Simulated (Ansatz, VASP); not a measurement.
# K2Be2O3 (K2Be2O3 (P2_1/c)): VASP beside Ansatz, part 2 of 2

One calculation is typed for both programs; each brings its own data sets. How far apart do they land?  Valence electrons are named where the data sets of a main pair hold unlike numbers.

VASP 6.6.1 and Ansatz 0.2.0.

So far. Step 2 (Ansatz: single point, PBEsol): The run ends at a pressure of -0.69 GPa, with forces up to 0.079 eV/Å.

## (3) VASP: single point, PBEsol

Level of this step: PBEsol; plane waves and PAW (K_pv, Be, O) (VASP).

The same cell, functional, mesh and smearing now go to VASP, with its own data sets.

Lines of VASP's logs that name or quote its potential files are left out, and so is its time.

File INCAR:

```
SYSTEM = K2Be2O3
PREC = Normal
ENCUT = 400
EDIFF = 1E-05
NELM = 120
ISMEAR = 0
SIGMA = 0.05
LREAL = Auto
ALGO = Fast
GGA = PS
LORBIT = 11
LWAVE = .FALSE.
LCHARG = .FALSE.
KPAR = 4
```

File POSCAR:

```
K2Be2O3
1.0
   -7.6700280689      8.0388679874      5.7600311297
    2.2053873947     -8.0388679874      5.7282149947
    7.6700280689      8.0388679874     -5.7600311297
K Be O
16 16 24
Direct
    0.6362708814      0.5685117381      0.2823559790
    0.1362708814      0.0685117382      0.2823559790
    0.1362708814      0.5685117381      0.7823559790
    0.6362708814      0.0685117381      0.7823559790
    0.2861557592      0.3185117381      0.1822408568
    0.7861557592      0.8185117381      0.1822408568
    0.7861557592      0.3185117381      0.6822408568
    0.2861557592      0.8185117382      0.6822408568
    0.7138442408      0.6814882618      0.8177591432
    0.2138442409      0.1814882618      0.8177591432
    0.2138442409      0.6814882618      0.3177591432
    0.7138442408      0.1814882618      0.3177591432
    0.3637291186      0.4314882618      0.7176440210
    0.8637291186      0.9314882618      0.7176440210
    0.8637291186      0.4314882618      0.2176440210
    0.3637291187      0.9314882618      0.2176440210
    0.5077389487      0.4042997864      0.4073718698
    0.0077389487      0.9042997864      0.4073718698
    0.0077389487      0.4042997864      0.9073718698
    0.5077389487      0.9042997864      0.9073718698
    0.5030720834      0.8457002136      0.3534391622
    0.0030720834      0.3457002136      0.3534391622
    0.0030720835      0.8457002136      0.8534391622
    0.5030720835      0.3457002136      0.8534391622
    0.4969279166      0.1542997864      0.6465608377
    0.9969279166      0.6542997864      0.6465608377
    0.9969279165      0.1542997864      0.1465608377
    0.4969279166      0.6542997864      0.1465608377
    0.4922610514      0.5957002136      0.5926281301
    0.9922610514      0.0957002136      0.5926281301
    0.9922610514      0.5957002136      0.0926281301
    0.4922610514      0.0957002136      0.0926281301
    0.5000000000      0.2500000000      0.2500000000
    0.0000000000      0.7500000000      0.2500000000
    0.0000000000      0.2500000000      0.7500000000
    0.5000000000      0.7500000000      0.7500000000
    0.0000000000      0.0000000000      0.0000000000
    0.5000000000      0.5000000000      0.0000000000
    0.5000000000      0.0000000000      0.5000000000
    0.0000000000      0.5000000000      0.5000000000
    0.8743154386      0.5924233532      0.6699523725
    0.3743154386      0.0924233532      0.6699523725
    0.3743154386      0.5924233533      0.1699523725
    0.8743154387      0.0924233532      0.1699523725
    0.5775290192      0.6575766467      0.5318920854
    0.0775290193      0.1575766468      0.5318920854
    0.0775290193      0.6575766467      0.0318920854
    0.5775290193      0.1575766468      0.0318920854
    0.4224709808      0.3424233533      0.4681079146
    0.9224709808      0.8424233532      0.4681079146
    0.9224709808      0.3424233532      0.9681079146
    0.4224709808      0.8424233532      0.9681079146
    0.1256845613      0.4075766467      0.3300476275
    0.6256845613      0.9075766468      0.3300476275
    0.6256845614      0.4075766468      0.8300476275
    0.1256845614      0.9075766468      0.8300476275
```

File KPOINTS:

```
Automatic mesh
0
Gamma
2 2 2
0 0 0
```

The projector-augmented-wave data sets are K_pv, Be and O (PBE family, release 64).

On the command line:

```sh
$ mpirun -np 4 vasp_std
```

Numbers of over 12 decimals in the logs are rounded to 6 here.

What it wrote:

```text
[banner, memory and clock lines left out]
running    4 mpi-ranks, on    1 nodes
[...]
|                                                                             |
|               ----> ADVICE to this user running VASP <----                  |
|                                                                             |
|     You enforced a specific xc type in the INCAR file but a different       |
|     [... a line on the potential file left out ...]
|     I HOPE YOU KNOW WHAT YOU ARE DOING!                                     |
|                                                                             |

 LDA part: xc-table for (Slater+PW92), standard interpolation
 POSCAR, INCAR and KPOINTS ok, starting setup
[...]
entering main loop
       N       E                     dE             d eps       ncg     rms          rms(c)
DAV:   1     0.243735314157E+04    0.24374E+04   -0.10987E+05  2076   0.126E+03
DAV:   2    -0.508470637193E+02   -0.24882E+04   -0.23874E+04  2524   0.363E+02
DAV:   3    -0.374531420602E+03   -0.32368E+03   -0.32185E+03  2344   0.135E+02
DAV:   4    -0.383132239011E+03   -0.86008E+01   -0.85519E+01  2352   0.252E+01
[...]
RMM:  15    -0.323329860803E+03    0.53824E-04   -0.21551E-04  2224   0.377E-02    0.199E-02
RMM:  16    -0.323329867539E+03   -0.67368E-05   -0.19615E-04  2134   0.282E-02    0.137E-02
RMM:  17    -0.323329862068E+03    0.54715E-05   -0.20158E-05  1630   0.120E-02
   1 F= -.32332986E+03 E0= -.32332986E+03  d E =-.402868E-15
```

OUTCAR, selected parts (step 3):

```text
  Total      -12.7667937    -13.6899396    -14.9339309     -0.0000000      0.0000000      0.0713935
  in kB      -22.4623136    -24.0865266    -26.2752454     -0.0000000      0.0000000      0.1256121
  external PRESSURE =     -24.2746952 kB  Pullay stress =       0.0000000 kB

 POSITION                                       TOTAL-FORCE (eV/Angst)
 -----------------------------------------------------------------------------------
     -1.46075      2.81453      5.29512        -0.000301      0.018456      0.012034
      1.27157      2.81453     -0.44900        -0.000301      0.018456      0.012034
      6.20928      2.81453     -0.46491        -0.000301      0.018456      0.012034
      1.27157     10.85340     -0.44900        -0.000301      0.018456      0.012034
     -0.09459      1.20490      2.42306        -0.000301     -0.018456      0.012034
     -2.82691      1.20490      8.16718        -0.000301     -0.018456      0.012034
     -0.09459      9.24377      2.42306        -0.000301     -0.018456      0.012034
      4.84312      1.20490      2.40715        -0.000301     -0.018456      0.012034
      2.29998      6.83396      3.30516         0.000301      0.018456     -0.012034
      5.03230      6.83396     -2.43896         0.000301      0.018456     -0.012034
      2.29998     -1.20490      3.30516         0.000301      0.018456     -0.012034
     -2.63773      6.83396      3.32107         0.000301      0.018456     -0.012034
      3.66614      5.22434      0.43310         0.000301     -0.018456     -0.012034
      0.93382      5.22434      6.17722         0.000301     -0.018456     -0.012034
[...]
-----------------------------------------------------------------------------------
    total drift:                               -0.000001     -0.000001     -0.000001

  FREE ENERGIE OF THE ION-ELECTRON SYSTEM (eV)
  ---------------------------------------------------
  free  energy   TOTEN  =      -323.3298620679 eV

  energy  without entropy=     -323.3298620679  energy(sigma->0) =     -323.32986207

[... 1 further part left out ...]
```

The gap is read on the k-mesh alone, so it is an upper bound where the band edges lie off the mesh. The PAW data sets were made with PBE, which is usual practice but a small mismatch for other functionals.

## (4) Comparison

Known differences besides the potentials themselves: the data sets hold 320 valence electrons in Ansatz (on its default PAW (the set named soft_2) files) and 288 in VASP; the cutoff is 420 eV in Ansatz and 400 eV in VASP (PREC = Normal, projectors in real space); Ansatz makes its cores anew for this functional, VASP keeps those of its PBE data sets; VASP leaves aspherical gradient terms in its spheres out (LASPH is not set), Ansatz keeps them. Total energies have different zeros and are not compared.

The two programs side by side:

| quantity | Ansatz | VASP | difference |
| --- | --- | --- | --- |
| pressure (GPa) | -0.69 | -2.43 | +1.74 |
| pressure without Ansatz's Pulay correction (GPa) | -1.02 | -2.43 | +1.41 |
| gap on the k mesh (eV) | 3.371 | 3.364 | +0.007 |

At this near-relaxed geometry the largest component of a force difference is 73 meV/Å. A gap on the mesh is an upper bound, since the band edges may lie between its points. Ansatz's pressure holds a Pulay correction of 0.33 GPa; VASP's holds none.

## (5) Further runs

Further runs change the set-up of one program: Ansatz's method, potentials or start, or VASP's data sets, cutoff or form of LDA. The table gives Ansatz less VASP for each quantity, since a change that brings one quantity closer may part another.

| run | r.m.s. force difference (meV/Å) | pressure (GPa) | gap on the k mesh (eV) | pressure without Ansatz's Pulay correction (GPa) |
| --- | --- | --- | --- | --- |
| as above | 32 | 1.7 | 0.0072 | 1.4 |
| cores kept as stored | 33 | 1.8 | 0.0077 | 1.5 |

## (6) Outcome

```json
{
  "r.m.s. force difference (single point, PBEsol)": "32 meV/Å",
  "difference in pressure (single point, PBEsol)": "1.7 GPa"
}
```

The r.m.s. force difference is 32 meV/Å (single point, PBEsol), beyond the 12 meV/Å picked in this series as the mark of a large difference. The data sets hold unlike numbers of valence electrons (320 in Ansatz and 288 in VASP), so part of the differences comes from the potentials. By the marks of this series, far apart in the single point, PBEsol pair: the r.m.s. force difference, 32 meV/Å and the difference in pressure, 1.7 GPa. For single point, PBEsol, no further run moves any of the tabulated differences by more than a quarter of its size. 2 further runs of this series are not shown here. How closely two codes agree says nothing of how well the functional describes the real material.

[Lines on the potential files, build, host, timing and source positions are cut from VASP's logs without a mark.]

[Logs are printed without paths, hosts, clocks, repeated set-up lines and the standing remarks that a program may print on its own settings, such as how far it seeks lower states.]

[Hosts, paths, dates, database ids (printed as entryN), source tags and the programs' standing remarks are cut or masked in the printed files.]
